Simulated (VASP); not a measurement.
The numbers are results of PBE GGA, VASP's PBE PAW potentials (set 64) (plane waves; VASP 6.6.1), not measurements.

The input files of a VASP run:

### INCAR
```
! general
SYSTEM  = LaAl
PREC    = Accurate
ENCUT   = 400   ! plane-wave cut-off (eV)
LREAL   = .False.   ! projection in real space or not
LASPH   = .True.

! electronic loop
EDIFF   = 1E-6
NELM    = 100   ! most electronic steps
ALGO    = Normal
LMAXMIX = 6   ! l cut-off of mixed one-centre charges

! smearing
ISMEAR  = 1   ! Methfessel-Paxton
SIGMA   = 0.1   ! width (eV)

! functional
GGA     = PE   ! PBE

! ions
IBRION  = 2   ! conjugate gradients
NSW     = 60
ISIF    = 3
EDIFFG  = -0.01   ! ionic stop

! output
LWAVE   = .False.
LCHARG  = .False.
```

File POSCAR:
```
LaAl
1
    0.0000000000     3.7874180000     3.7874180000
    3.7874180000     0.0000000000     3.7874180000
    3.7874180000     3.7874180000     0.0000000000
La Al
1 1
Direct
  0.0000000000   0.0000000000   0.0000000000
  0.2500000000   0.2500000000   0.2500000000
```

### KPOINTS
```
Automatic
0
G
8 8 8
0 0 0
```

POTCAR, in this order: La Al (PBE.64 set). Program: vasp_std.

Energy and stress use the plane-wave basis of the starting cell.

Task: Estimate the energy per atom (σ→0), volume per atom, band gap (on the k-mesh).

Result: 
| Item | Value |
|---|---|
| energy per atom (σ→0) | -3.526 eV/atom |
| band gap (on the k-mesh) | none (metal, semimetal or under 0.01 eV) |
| volume per atom | 43.18 Å³/atom |

File OSZICAR:
```
...
DAV:   1    -0.705375081594E+01   -0.20510E-02   -0.50685E-02   982   0.239E+00    0.204E-01
DAV:   2    -0.705202473014E+01    0.17261E-02   -0.56690E-03  1090   0.983E-01    0.766E-02
DAV:   3    -0.705180964121E+01    0.21509E-03   -0.14671E-03  1265   0.381E-01    0.184E-02
DAV:   4    -0.705180047417E+01    0.91670E-05   -0.16071E-04  1170   0.127E-01    0.120E-02
DAV:   5    -0.705180232846E+01   -0.18543E-05   -0.34770E-05  1249   0.601E-02    0.963E-03
DAV:   6    -0.705180400775E+01   -0.16793E-05   -0.42955E-06  1092   0.245E-02    0.376E-03
DAV:   7    -0.705180418846E+01   -0.18071E-06   -0.28288E-06  1046   0.168E-02
   4 F= -.70518042E+01 E0= -.70523768E+01  d E =-.290021E+00
```

The structure was generated: LaAl was put into the zinc blende type (F-43m), which need not be its known phase. This run relaxes it. Symmetry was kept, so distortions that lower it aren't found.
